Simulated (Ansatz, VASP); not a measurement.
# One calculation of Co3Sn2Se2, two programs

```xyz
7
Lattice="2.7538 4.7697 0.0000 -2.7538 4.7697 0.0000 0.0000 -3.1798 4.4985" Properties=species:S:1:pos:R:3 pbc="T T T"
Co    0.0000   -1.5899    2.2492
Co    1.3769    0.7950    2.2492
Co   -1.3769    0.7950    2.2492
Se    0.0000    0.0000    3.8192
Se    0.0000    6.3596    0.6793
Sn    0.0000    3.1798    2.2492
Sn    0.0000    0.0000    0.0000
```

The cell was built by a generator and needn't be a form met in nature.

Alike in both runs: task single point; functional PBE; k mesh 4 × 4 × 4; no spin polarisation.

```csv
,VASP,Ansatz
version,VASP 6.6.1,Ansatz 0.2.0
potentials or method,"VASP PAW PBE potentials, release 64 (Co, Se, Sn_d)",PAW plane waves
plane-wave cutoff (eV),520,420
occupations,"fermi-dirac, width 0.1 eV",fermi-dirac
valence electrons in the cell,67,111
```

Ansatz gave:

```
gap on the k mesh at the Fermi level (eV)       : none
pressure (GPa)                                  : 2.0
largest component of the traceless stress (GPa) : 3.21
rms of the force components (eV/Å)              : 0.315
```

Question: Estimate VASP's values.

Answer: gap on the k mesh at the Fermi level (eV): none; pressure (GPa): 2.1; largest component of the traceless stress (GPa): 3.26; rms of the force components (eV/Å): 0.323.

Atom by atom the forces differ by 0.008 eV/Å (rms over components). A gap of «none» marks a metal or a gap that the smearing closes. The two sets of potentials don't hold the same shells in valence. Ansatz warned: «structure_snapped_to_symmetry».

Caveats: the run has no spin polarisation, though such a crystal can be magnetic; forces of over 1 eV/Å show positions far from the minimum, so gaps and moduli don't describe the material at rest. Spin polarisation is off, so any magnetic state and its effect on volume and gap are missing.
